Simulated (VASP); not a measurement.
Here is the system:

```yaml
crystal:
  lattice:
    - [0.00000, 2.55920, 2.55920]
    - [2.55920, 0.00000, 2.55920]
    - [2.55920, 2.55920, 0.00000]
  atoms:
    - { symbol: Zr, position: [0.00000, 0.00000, 0.00000] }
    - { symbol: O, position: [0.25000, 0.25000, 0.25000] }
    - { symbol: O, position: [0.75000, 0.75000, 0.75000] }
```

The numbers are results of PBE GGA, VASP's PBE PAW potentials (set 64) (plane waves; VASP), not measurements. Run with 520 eV cut-off, Gaussian smearing of 0.050 eV, potentials Zr_sv O.

Give the energies of bands 7 to 15 at the high-symmetry points, in eV from the valence-band maximum.

```json
[
 {"band": "7", "Γ": "-5.13", "X": "-5.82", "U": "-5.23", "L": "-4.14", "W": "-4.67"},
 {"band": "8", "Γ": "-5.13", "X": "-3.12", "U": "-3.57", "L": "-4.14", "W": "-4.59"},
 {"band": "9", "Γ": "-5.13", "X": "-3.12", "U": "-3.04", "L": "-2.50", "W": "-2.35"},
 {"band": "10", "Γ": "-0.53", "X": "-1.49", "U": "-2.17", "L": "-2.46", "W": "-2.35"},
 {"band": "11", "Γ": "-0.53", "X": "-1.49", "U": "-1.20", "L": "-1.63", "W": "-1.36"},
 {"band": "12", "Γ": "-0.53", "X": "0.00", "U": "-0.33", "L": "-1.63", "W": "-0.20"},
 {"band": "13", "Γ": "3.31", "X": "3.74", "U": "3.96", "L": "3.93", "W": "4.37"},
 {"band": "14", "Γ": "3.31", "X": "4.65", "U": "4.66", "L": "3.93", "W": "4.50"},
 {"band": "15", "Γ": "6.46", "X": "5.68", "U": "6.01", "L": "5.93", "W": "6.14"}
]
```

The gap is indirect, 3.31 eV, from the valence maximum at X to the conduction minimum at Γ.

The compound is ZrO2 in the fluorite structure, the high-temperature cubic form, which is unstable at 0 K; the monoclinic form is the stable one. It was relaxed first.
